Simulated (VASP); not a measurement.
**Cu: relaxation of the atoms with PBEsol**

The system is Cu.

```xyz
1
Lattice="0.0000 1.7484 1.7484 1.7484 0.0000 1.7484 1.7484 1.7484 0.0000" Properties=species:S:1:pos:R:3 pbc="T T T"
Cu    0.0000    0.0000    0.0000
```

The cell isn't the ideal one: a relaxed cell with its volume scaled by 0.94.

```yaml
Program: VASP 6.6.1
Task: relaxation of the atoms
Functional: PBEsol
Potentials_or_basis: VASP PAW PBE potentials, release 64 (Cu)
Cutoff: 600 eV
k_mesh: 18 × 18 × 18
Occupations: methfessel-paxton, width 0.1 eV
Spin: no spin polarisation
Further_INCAR_settings: ALGO = Normal; EDIFF = 1e-07; IBRION = 2; EDIFFG = -0.01; NSW = 40
```

| Property | Result |
| --- | --- |
| Pressure after relaxing | 11.8 GPa |
| Band gap on the k mesh | none (metal or under the smearing width) |

Final structure:
```
CELL_PARAMETERS angstrom
0.00000 1.74842 1.74842
1.74842 0.00000 1.74842
1.74842 1.74842 0.00000
ATOMIC_POSITIONS crystal
Cu 0.00000 0.00000 0.00000
```

Levels at points of the mesh, in eV from the Fermi level:
```csv
k point,band 3,band 4,band 5,band 6,band 7,band 8,band 9
"(0.00, 0.00, 0.00)",-3.30,-3.30,-2.33,-2.33,23.42,26.83,26.83
"(0.50, 0.00, 0.00)",-3.34,-1.67,-1.67,-1.29,4.32,21.87,23.66
"(0.50, 0.50, 0.00)",-1.69,-1.50,-1.50,1.43,7.87,13.87,13.87
```

Run time: 8.5 s on 1 thread of Intel(R) Xeon(R) 6975P-C (Granite Rapids) (shared host), peak memory 0.14 GiB.

Caveat: the relaxation stopped at its first step, so nothing moved; the PAW data sets were made with another functional, which shifts forces and pressure a little.
